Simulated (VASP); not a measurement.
```
WTe2
1.0
    6.59956     0.00000     0.00000
    0.00000     6.59956     0.00000
    0.00000     0.00000     3.57316
W Te
2 4
Cartesian
  0.00000   0.00000   0.00000
  3.29978   3.29978   1.78658
  1.87886   1.87886   3.57316
  5.17864   1.42092   1.78658
  1.42092   5.17864   1.78658
  4.72071   4.72071   0.00000
```

Method: PBEsol GGA with spin-orbit coupling, VASP's PBE PAW potentials (set 64) (plane waves; VASP). Settings: 400 eV cut-off, 4×4×8 Γ-centred mesh, Gaussian smearing of 0.050 eV, potentials W_sv Te.

### Question
What does the run give for the energy per atom (σ→0), band gap (over mesh and band path) with the smallest direct gap where there is one?

### Answer

```
Item                                                                   Value
----------------------------------  ----------------------------------------
band gap (over mesh and band path)  none (metal, semimetal or under 0.01 eV)
energy per atom (σ→0)                                         -6.983 eV/atom
```

The absolute energy has meaning only against runs of the same code, potentials and settings.

The structure was generated: Te2W was put into the rutile type (P4_2/mnm), which need not be its known phase. It was relaxed first, which changed the volume by -30 %.
